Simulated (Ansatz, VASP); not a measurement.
**AlCo in two plane-wave programs**

One calculation is typed for both programs; each brings its own data sets and cutoff. How far apart do they land?

Method: plane waves, with VASP 6.6.1 beside it; relaxation of cell and atoms at PBEsol and relaxation of cell and atoms at r2SCAN, in Ansatz 0.2.0.

## (1) Starting point

Symmetry: Pm-3m, No. 221, cubic system. The conventional cell has a = 2.819 Å, b = 2.819 Å, c = 2.819 Å, α = 90.00°, β = 90.00°, γ = 90.00°. Nearest to Al lie 8 Co at 2.44 Å. Nearest to Co lie 8 Al at 2.44 Å. Farther neighbours are not listed.

Structure file:

```cif
data_structure
_symmetry_space_group_name_H-M 'Pm-3m'
_symmetry_Int_Tables_number 221
_cell_length_a 2.8194
_cell_length_b 2.8194
_cell_length_c 2.8194
_cell_angle_alpha 90.000
_cell_angle_beta 90.000
_cell_angle_gamma 90.000
_cell_volume 22.41
loop_
_atom_site_label
_atom_site_type_symbol
_atom_site_symmetry_multiplicity
_atom_site_Wyckoff_symbol
_atom_site_fract_x
_atom_site_fract_y
_atom_site_fract_z
_atom_site_occupancy
Al1 Al 1 a 0.00000 0.00000 0.00000 1
Co1 Co 1 b 0.50000 0.50000 0.50000 1
```

## (2) VASP: relaxation of cell and atoms, PBEsol

The relaxed volume is the usual yardstick between codes: its relative difference is about their pressure difference at one cell divided by the bulk modulus.

Lines of VASP's logs that name or quote its potential files are left out, and so is its time.

INCAR reads:

```
SYSTEM = AlCo
PREC = Accurate
ENCUT = 520
EDIFF = 1E-06
NELM = 100
ISMEAR = -1
SIGMA = 0.05
LREAL = .FALSE.
ALGO = Normal
GGA = PS
NBANDS = 13
ISPIN = 2
MAGMOM = 0 2
LMAXMIX = 4
LORBIT = 11
LWAVE = .FALSE.
LCHARG = .FALSE.
KPAR = 2
IBRION = 2
NSW = 60
ISIF = 3
EDIFFG = -0.01
```

POSCAR reads:

```
AlCo
1.0
    2.8194032100      0.0000000000      0.0000000000
    0.0000000000      2.8194032100      0.0000000000
    0.0000000000      0.0000000000      2.8194032100
Al Co
1 1
Direct
    0.0000000000      0.0000000000      0.0000000000
    0.5000000000      0.5000000000      0.5000000000
```

KPOINTS reads:

```
Automatic mesh
0
Gamma
8 8 8
0 0 0
```

The projector-augmented-wave data sets are Al and Co (PBE family, release 64).

On the command line:

```console
> mpirun -np 2 vasp_std
```

Numbers of over 12 decimals in the logs are rounded to 6 here.

Output:

```text
[banner, memory and clock lines left out]
running    2 mpi-ranks, on    1 nodes
 distrk:  each k-point on    1 cores,    2 groups
 distr:  one band on    1 cores,    1 groups

 POSCAR found type information on POSCAR AlCo
 POSCAR found :  2 types and       2 ions
|                                                                             |
|               ----> ADVICE to this user running VASP <----                  |
|                                                                             |
|     You enforced a specific xc type in the INCAR file but a different       |
|     [... a line on the potential file left out ...]
|     I HOPE YOU KNOW WHAT YOU ARE DOING!                                     |
|                                                                             |

 LDA part: xc-table for (Slater+PW92), standard interpolation
 POSCAR, INCAR and KPOINTS ok, starting setup
 FFT: planning ... GRIDC
 FFT: planning ... GRID_SOFT
 FFT: planning ... GRID
 WAVECAR not read
 entering main loop
       N       E                     dE             d eps       ncg     rms          rms(c)
DAV:   1     0.360815921431E+02    0.36082E+02   -0.51908E+03  1820   0.972E+02
DAV:   2    -0.129583992313E+02   -0.49040E+02   -0.44703E+02  1895   0.174E+02
DAV:   3    -0.145294502215E+02   -0.15711E+01   -0.15559E+01  2251   0.363E+01
DAV:   4    -0.145523067143E+02   -0.22856E-01   -0.22847E-01  2080   0.396E+00
DAV:   5    -0.145531359067E+02   -0.82919E-03   -0.82918E-03  2281   0.820E-01    0.146E+01
DAV:   6    -0.174554212812E+02   -0.29023E+01   -0.56028E+01  2080   0.101E+02    0.175E+01
DAV:   7    -0.131056222458E+02    0.43498E+01   -0.28625E+01  2105   0.644E+01    0.232E+00
DAV:   8    -0.130897322883E+02    0.15890E-01   -0.21098E-01  2123   0.361E+00    0.139E+00
DAV:   9    -0.130749362878E+02    0.14796E-01   -0.58572E-02  2185   0.216E+00    0.507E-01
DAV:  10    -0.130744117992E+02    0.52449E-03   -0.16487E-03  2120   0.435E-01    0.200E-01
DAV:  11    -0.130743355423E+02    0.76257E-04   -0.10462E-04  2492   0.103E-01    0.116E-01
DAV:  12    -0.130743279236E+02    0.76187E-05   -0.27425E-05  2283   0.532E-02    0.400E-02
DAV:  13    -0.130743312437E+02   -0.33202E-05   -0.91944E-06  2108   0.256E-02    0.102E-02
DAV:  14    -0.130743305838E+02    0.65989E-06   -0.50778E-07  1075   0.718E-03
   1 F= -.13074331E+02 E0= -.13069986E+02  d E =-.130743E+02  mag=     0.0000
 curvature:   0.00 expect dE= 0.000E+00 dE for cont linesearch  0.000E+00
 trial: gam= 0.00000 g(F)=  0.000E+00 g(S)=  0.121E-02 ort = 0.000E+00 (trialstep = 0.100E+01)
 search vector abs. value=  0.121E-02
 bond charge predicted
       N       E                     dE             d eps       ncg     rms          rms(c)
DAV:   1    -0.130917107184E+02   -0.17379E-01   -0.19972E-01  2015   0.664E+00    0.119E+00
DAV:   2    -0.131223163019E+02   -0.30606E-01   -0.63205E-01  2105   0.988E+00    0.173E+00
DAV:   3    -0.130747146988E+02    0.47602E-01   -0.26801E-01  2080   0.665E+00    0.172E-01
DAV:   4    -0.130743177665E+02    0.39693E-03   -0.10090E-03  1940   0.238E-01    0.592E-02
DAV:   5    -0.130742790618E+02    0.38705E-04   -0.16317E-04  2719   0.132E-01    0.974E-03
DAV:   6    -0.130742803840E+02   -0.13222E-05   -0.34017E-06  1939   0.181E-02    0.316E-03
DAV:   7    -0.130742804260E+02   -0.41976E-07   -0.10943E-07  1000   0.298E-03
   2 F= -.13074280E+02 E0= -.13069814E+02  d E =0.501578E-04  mag=    -0.0000
 trial-energy change:    0.000050  1 .order    0.000007   -0.001208    0.001222
 step:   0.4706(harm=  0.4971)  dis= 0.00000  next Energy=   -13.074610 (dE=-0.280E-03)
 bond charge predicted
       N       E                     dE             d eps       ncg     rms          rms(c)
DAV:   1    -0.130793899806E+02   -0.51096E-02   -0.55652E-02  2010   0.349E+00    0.620E-01
DAV:   2    -0.130871138507E+02   -0.77239E-02   -0.16485E-01  2095   0.510E+00    0.890E-01
DAV:   3    -0.130747449845E+02    0.12369E-01   -0.73640E-02  2085   0.343E+00    0.101E-01
DAV:   4    -0.130746030449E+02    0.14194E-03   -0.41707E-04  2127   0.189E-01    0.158E-02
DAV:   5    -0.130746005339E+02    0.25111E-05   -0.13440E-05  2678   0.281E-02    0.552E-03
DAV:   6    -0.130746004160E+02    0.11788E-06   -0.24780E-07  1061   0.583E-03
   3 F= -.13074600E+02 E0= -.13070199E+02  d E =-.269832E-03  mag=     0.0000
 curvature:  -0.25 expect dE=-0.183E-07 dE for cont linesearch -0.183E-07
 trial: gam=-0.00775 g(F)=  0.151E-66 g(S)=  0.737E-07 ort = 0.943E-05 (trialstep = 0.894E+00)
 search vector abs. value=  0.104E-09
 reached required accuracy - stopping structural energy minimisation
```

Parts of OUTCAR (step 2):

```text
ion  position               nearest neighbor table
   1  0.000  0.000  0.000-   2 2.44   2 2.44   2 2.44   2 2.44   2 2.44   2 2.44   2 2.44   2 2.44

  LATTYP: Found a simple cubic cell.
 ALAT       =     2.8194032100

 Subroutine GETGRP returns: Found 48 space group operations
 (whereof 48 operations were pure point group operations)

The static configuration has the point symmetry O_h .

 Found     35 irreducible k-points:

   k-points           NKPTS =     35   k-points in BZ     NKDIM =     35   number of bands    NBANDS=     13

   dimension x,y,z NGX =    24 NGY =   24 NGZ =   24
   dimension x,y,z NGXF=    48 NGYF=   48 NGZF=   48

   ENCUT  =  520.0 eV  38.22 Ry    6.18 a.u.   5.24  5.24  5.24*2*pi/ulx,y,z

   NELECT =      12.0000    total number of electrons

 k-points in reciprocal lattice and weights: Automatic mesh
   0.00000000  0.00000000  0.00000000       0.002
   0.12500000  0.00000000  0.00000000       0.012
   0.25000000  0.00000000  0.00000000       0.012
   0.37500000  0.00000000  0.00000000       0.012
   0.50000000  0.00000000  0.00000000       0.006
   0.12500000  0.12500000  0.00000000       0.023
   0.25000000  0.12500000  0.00000000       0.047
   0.37500000  0.12500000  0.00000000       0.047
   0.50000000  0.12500000  0.00000000       0.023
[...]
0.50000000  0.50000000  0.37500000       0.012
   0.50000000  0.50000000  0.50000000       0.002

 average (electrostatic) potential at core
       1 -68.5243       2 -77.2798

 E-fermi :  10.8045

 spin component 1
 k-point     1 :       0.0000    0.0000    0.0000
  band No.  band energies     occupation
    ...
      2       7.7056      1.00000
      3       7.7056      1.00000
      4       9.9841      1.00000
      5       9.9841      1.00000
      6       9.9841      1.00000
      7      16.9293      0.00000
      8      16.9293      0.00000
      9      16.9293      0.00000
     10      19.6895      0.00000
     11      19.6895      0.00000
    ...

 k-point     2 :       0.1250    0.0000    0.0000
  band No.  band energies     occupation
    ...
      2       7.6667      1.00000
      3       7.7887      1.00000
      4       9.8264      1.00000
      5       9.8264      1.00000
      6      10.0013      1.00000
      7      14.8218      0.00000
      8      17.3435      0.00000
      9      17.3435      0.00000
     10      19.6424      0.00000
     11      21.5741      0.00000
    ...

 k-point     3 :       0.2500    0.0000    0.0000
  band No.  band energies     occupation
    ...
      2       7.2736      1.00000
      3       7.9980      1.00000
      4       9.4854      1.00000
      5       9.4854      1.00000
      6      10.0428      1.00000
      7      12.3999      0.00000
      8      18.4605      0.00000
      9      18.4605      0.00000
     10      19.5120      0.00000
     11      23.4746      0.00000
    ...

 k-point     4 :       0.3750    0.0000    0.0000
  band No.  band energies     occupation
    ...
      2       5.9402      1.00000
      3       8.2211      1.00000
      4       9.1862      1.00000
      5       9.1862      1.00000
      6      10.0847      1.00000
      7      11.2221      0.00024
      8      19.3525      0.00000
      9      20.0599      0.00000
     10      20.0599      0.00000
     11      24.6542      0.00000
    ...

 k-point     5 :       0.5000    0.0000    0.0000
  band No.  band energies     occupation
    ...
      2       4.0468      1.00000
      3       8.3181      1.00000
      4       9.0717      1.00000
      5       9.0717      1.00000
      6      10.1023      1.00000
      7      10.9905      0.02368
      8      19.2762      0.00000
      9      21.5635      0.00000
     10      21.5635      0.00000
     11      22.7940      0.00000
    ...

 k-point     6 :       0.1250    0.1250    0.0000
  band No.  band energies     occupation
    ...
      2       7.7254      1.00000
      3       7.7973      1.00000
      4       9.6406      1.00000
      5       9.8128      1.00000
      6       9.8818      1.00000
      7      14.7945      0.00000
      8      15.5640      0.00000
      9      17.7493      0.00000
     10      20.5725      0.00000
     11      22.7753      0.00000
    ...

  Total        0.0010090      0.0010090      0.0010090      0.0000000      0.0000000      0.0000000
  in kB        0.0718181      0.0718181      0.0718181      0.0000000      0.0000000      0.0000000
  external PRESSURE =       0.0718181 kB  Pullay stress =       0.0000000 kB

  energy-cutoff  :      520.00
  volume of cell :       22.51
      direct lattice vectors                 reciprocal lattice vectors
     2.823537721  0.000000000 -0.000000000     0.354165624  0.000000000 -0.000000000
    -0.000000000  2.823537721  0.000000000     0.000000000  0.354165624  0.000000000
     0.000000000  0.000000000  2.823537721     0.000000000 -0.000000000  0.354165624

 POSITION                                       TOTAL-FORCE (eV/Angst)
 -----------------------------------------------------------------------------------
      0.00000      0.00000      0.00000        -0.000000      0.000000      0.000000
      1.41177      1.41177      1.41177         0.000000      0.000000      0.000000
 -----------------------------------------------------------------------------------
    total drift:                                0.000000     -0.000000     -0.000000

  FREE ENERGIE OF THE ION-ELECTRON SYSTEM (eV)
  ---------------------------------------------------
  free  energy   TOTEN  =       -13.0746004160 eV

  energy  without entropy=      -13.0657973730  energy(sigma->0) =      -13.07019889

 reached required accuracy - stopping structural energy minimisation

 total charge
# of ion       s       p       d       tot
------------------------------------------
    1        0.397   0.441   0.000   0.838
    2        0.446   0.532   7.533   8.510
--------------------------------------------------
tot          0.843   0.972   7.533   9.348

 magnetization (x)
# of ion       s       p       d       tot
------------------------------------------
    1       -0.000  -0.000   0.000  -0.000
    2        0.000   0.000   0.000   0.000
--------------------------------------------------
tot         -0.000  -0.000   0.000   0.000

[... 2 further parts left out ...]
```

CONTCAR:

```
AlCo
   1.00000000000000
     2.8235377210962862    0.0000000000000000   -0.0000000000000000
    -0.0000000000000000    2.8235377210962862    0.0000000000000000
     0.0000000000000000    0.0000000000000000    2.8235377210962862
  Al              Co
     1     1
Direct
     0.0000000000000000    0.0000000000000000    0.0000000000000000
     0.5000000000000000    0.5000000000000000    0.5000000000000000
```

The moments of VASP's start collapse, so its state is non-magnetic.

(Continued in part 2 of 2.)

[Lines on the potential files, build, host, timing and source positions are cut from VASP's logs without a mark.]

[Logs are printed without paths, hosts, clocks, repeated set-up lines and the standing remarks that a program may print on its own settings, such as how far it seeks lower states.]

[Hosts, paths, dates, database ids (printed as entryN), source tags and the programs' standing remarks are cut or masked in the printed files.]
